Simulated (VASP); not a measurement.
All values below come from RPBE GGA, VASP's PBE PAW potentials (set 64) (plane waves; VASP 6.6.1).

A VASP calculation is set up with these files.

**POSCAR**
```
CuZn
1.0
  3.0054339589   0.0000000000   0.0000000000
  0.0000000000   3.0054339589   0.0000000000
  0.0000000000   0.0000000000   3.0054339589
Zn Cu
1 1
Cart
  1.5027169794   1.5027169794   1.5027169794
  0.0000000000   0.0000000000   0.0000000000
```

**INCAR**
```
# general
SYSTEM =CuZn
PREC   =Accurate
ENCUT  =520
LREAL  =.FALSE.
LASPH  =.TRUE.
ICHARG =11

# electronic loop
EDIFF  =1E-7
NELM   =100
ALGO   =Normal
LMAXMIX=4

# smearing
ISMEAR =0
SIGMA  =0.05

# functional
GGA    =RP

# output
LWAVE  =.FALSE.
LCHARG =.FALSE.
LORBIT =11
```

**KPOINTS**
```
k-points along high-symmetry lines
15
Line-mode
Reciprocal
  0.000000   0.000000   0.000000 ! GAMMA
  0.000000   0.500000   0.000000 ! X

  0.000000   0.500000   0.000000 ! X
  0.500000   0.500000   0.000000 ! M

  0.500000   0.500000   0.000000 ! M
  0.000000   0.000000   0.000000 ! GAMMA

  0.000000   0.000000   0.000000 ! GAMMA
  0.500000   0.500000   0.500000 ! R

  0.500000   0.500000   0.500000 ! R
  0.000000   0.500000   0.000000 ! X

  0.500000   0.500000   0.500000 ! R
  0.500000   0.500000   0.000000 ! M
```

POTCAR, in this order: Zn Cu (PBE.64 set). Program: vasp_std. Read from the step before: CHGCAR.

Output of the run:

OUTCAR:
```
 ion  position               nearest neighbor table
   1  0.500  0.500  0.500-   2 2.60   2 2.60   2 2.60   2 2.60   2 2.60   2 2.60   2 2.60   2 2.60
  LATTYP: Found a simple cubic cell.
 ALAT       =     3.0054339589
 Subroutine PRICEL returns:
 Original cell was already a primitive cell.
 Subroutine GETGRP returns: Found 48 space group operations
The static configuration has the point symmetry O_h .
The dynamic configuration has the point symmetry O_h .
 Subroutine INISYM returns: Found 48 space group operations
   k-points           NKPTS =     90   k-points in BZ     NKDIM =     90   number of bands    NBANDS=     15
   number of dos      NEDOS =    301   number of ions     NIONS =      2
   total plane-waves  NPLWV =  13824
   dimension x,y,z NGX =    24 NGY =   24 NGZ =   24
   dimension x,y,z NGXF=    48 NGYF=   48 NGZF=   48
   ions per type =               1   1
   PREC   = accura    normal or accurate (medium, high low for compatibility)
   ISTART =      0    job   : 0-new  1-cont  2-samecut
   ICHARG =     11    charge: 1-file 2-atom 10-const
   ISPIN  =      1    spin polarized calculation?
   LNONCOLLINEAR =      F non collinear calculations
   LSORBIT =      F    spin-orbit coupling
   INIWAV =      1    electr: 0-lowe 1-rand  2-diag
   ENCUT  =  520.0 eV  38.22 Ry    6.18 a.u.   5.59  5.59  5.59*2*pi/ulx,y,z
   NELM   =    100;   NELMIN=  2; NELMDL= -5     # of ELM steps
...
```

### OSZICAR
```
       N       E                     dE             d eps       ncg     rms          rms(c)
DAV:   1     0.112745684697E+03    0.11275E+03   -0.11689E+04  2780   0.252E+03
DAV:   2    -0.155708564989E+00   -0.11290E+03   -0.10968E+03  2707   0.325E+02
DAV:   3    -0.327979921206E+01   -0.31241E+01   -0.31177E+01  3456   0.721E+01
DAV:   4    -0.329987251692E+01   -0.20073E-01   -0.20071E-01  3274   0.511E+00
DAV:   5    -0.330017158465E+01   -0.29907E-03   -0.29906E-03  3564   0.627E-01
DAV:   6    -0.330018021886E+01   -0.86342E-05   -0.86348E-05  3421   0.885E-02
DAV:   7    -0.330018058467E+01   -0.36580E-06   -0.36559E-06  3483   0.186E-02
DAV:   8    -0.330018059985E+01   -0.15177E-07   -0.14902E-07  2954   0.340E-03
   1 F= -.33001806E+01 E0= -.32993044E+01  d E =-.175246E-02
```

File OUTCAR:
```
 val. band max:        6.6551327085   @ k =   0.5000   0.5000   0.0000

 cond. band min:       6.6619754622   @ k =   0.5000   0.5000   0.0357



 k-point     1 :       0.0000    0.0000    0.0000
  band No.  band energies     occupation
      1      -4.7382      2.00000
      2      -2.5254      2.00000
      3      -2.5254      2.00000
      4      -1.9218      2.00000
      5      -1.9218      2.00000
      6      -1.9218      2.00000
      7       1.7203      2.00000
      8       1.7203      2.00000
      9       2.4999      2.00000
     10       2.4999      2.00000
     11       2.4999      2.00000
     12      11.1724      0.00000
     13      11.1724      0.00000
     14      11.1724      0.00000
     15      15.9470      0.00000

 k-point     2 :       0.0000    0.0357    0.0000
  band No.  band energies     occupation
      1      -4.7160      2.00000
      2      -2.5232      2.00000
      3      -2.5209      2.00000
      4      -1.9237      2.00000
      5      -1.9237      2.00000
      6      -1.9210      2.00000
      7       1.7194      2.00000
      8       1.7224      2.00000
      9       2.4930      2.00000
     10       2.4930      2.00000
     11       2.4992      2.00000
     12      10.9211      0.00000
     13      11.2055      0.00000
     14      11.2055      0.00000
     15      15.9594      0.00000

 k-point     3 :       0.0000    0.0714    0.0000
  band No.  band energies     occupation
      1      -4.6497      2.00000
      2      -2.5166      2.00000
      3      -2.5076      2.00000
      4      -1.9293      2.00000
      5      -1.9293      2.00000
      6      -1.9185      2.00000
      7       1.7167      2.00000
      8       1.7285      2.00000
      9       2.4726      2.00000
     10       2.4726      2.00000
     11       2.4972      2.00000
     12      10.2940      0.00000
     13      11.3045      0.00000
     14      11.3045      0.00000
     15      15.9962      0.00000

...
```

The density is held fixed in this step, so its total energy and stress have no physical meaning.

The compound is CuZn in the CsCl type structure. It was relaxed first, which changed the volume by +6 %. The electron count is odd and the run is not spin-polarised, which forces a metal.
